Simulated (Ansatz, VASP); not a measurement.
# One calculation of Sr3Ta, two programs

```
Sr Ta
1.0
     7.73613    0.00000    0.00000
    -3.86806    6.69968    0.00000
     0.00000    0.00000    5.79467
Sr Ta
6 2
Direct
  0.82074 0.64148 0.25000
  0.17926 0.82074 0.75000
  0.35852 0.17926 0.25000
  0.17926 0.35852 0.75000
  0.82074 0.17926 0.25000
  0.64148 0.82074 0.75000
  0.33333 0.66667 0.25000
  0.66667 0.33333 0.75000
```

Alike in both runs: functional PBE; k mesh 3 × 3 × 4; occupations gaussian, width 0.1 eV; no spin polarisation.

Ansatz relaxed the structure, and its values are those at the end. VASP's run is a single point on that final structure, the one shown.

```csv
,VASP,Ansatz
version,VASP 6.6.1,Ansatz 0.2.0
potentials or method,"VASP PAW PBE potentials, release 64 (Sr_sv, Ta_pv)","scalar-relativistic, plane waves, PAW"
plane-wave cutoff (eV),520,420
valence electrons in the cell,82,86
```

```csv
,VASP,Ansatz,Ansatz less VASP
gap on the k mesh at the Fermi level (eV),none,none,-
pressure (GPa),0.0,0.0,-0.06
```

A gap of «none» marks a metal or a gap that the smearing closes. The two sets of potentials don't hold the same shells in valence.

Spin-orbit coupling is left out, which matters for the levels of Ta.
